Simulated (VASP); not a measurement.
The system is W.

```
W
1.0
    -1.57761    1.57761    1.57761
     1.57761   -1.57761    1.57761
     1.57761    1.57761   -1.57761
W
1
Direct
  0.00000 0.00000 0.00000
```

Base run:

| Item | Value |
| --- | --- |
| Program | VASP 6.6.1 |
| Functional | PBE |
| Potentials or basis | VASP PAW PBE potentials, release 64 (W_sv) |
| Cutoff | 520 eV |
| k mesh | 16 × 16 × 16 |
| Occupations | methfessel-paxton, width 0.1 eV |
| Spin | no spin polarisation |

Its results: pressure 8.9 GPa.

Question: The run is repeated on the same cell with these changes: functional from PBE to r2SCAN. What comes out?

Answer: Pressure 5.3 GPa.

Caveats: the PAW data sets were made with another functional, which shifts forces and pressure a little (some runs).
